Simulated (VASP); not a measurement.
Here is a VASP 6.6.1 calculation.

File INCAR:

```
ALGO = Normal
EDIFF = 1E-7
EDIFFG = -0.005
ENCUT = 600
GGA = PS
IBRION = 2
ISIF = 3
ISMEAR = -1
LASPH = T
LCHARG = F
LREAL = F
LWAVE = F
NELM = 100
NSW = 60
PREC = Accurate
SIGMA = 0.05
```

File KPOINTS:

```
k-points
0
Gamma
  10 10 6
```

The input POSCAR:

```
AgRh
1.0
    2.7775881998      0.0000000000      0.0000000000
   -1.3887940999      2.4054619423      0.0000000000
    0.0000000000      0.0000000000      4.8086020000
Ag Rh
1 1
Direct
    0.0000000000      0.0000000000      0.5000000000
    0.6666666667      0.3333333333      0.0000000000
```

Potentials or basis: VASP PAW PBE potentials, release 64 (Ag, Rh_pv).

Run with:

```console
$ cat potpaw_PBE.64/Ag/POTCAR potpaw_PBE.64/Rh_pv/POTCAR > POTCAR
$ mpirun -np 1 vasp_std > vasp.out
```

What does it give for the band gap on the k mesh?

None (metal or under the smearing width).

What does it give for the relaxed volume?

15.02 Å³/atom.

Final structure:
```cif
data_structure
_symmetry_space_group_name_H-M 'P 1'
_symmetry_Int_Tables_number 1
_cell_length_a 2.7251
_cell_length_b 2.7251
_cell_length_c 4.6709
_cell_angle_alpha 90.000
_cell_angle_beta 90.000
_cell_angle_gamma 120.000
_cell_volume 30.04
loop_
_atom_site_label
_atom_site_type_symbol
_atom_site_fract_x
_atom_site_fract_y
_atom_site_fract_z
_atom_site_occupancy
Ag1 Ag 0.00000 0.00000 0.50000 1
Rh1 Rh 0.66667 0.33333 0.00000 1
```

Caveat: the PAW data sets were made with another functional, which shifts forces and pressure a little.
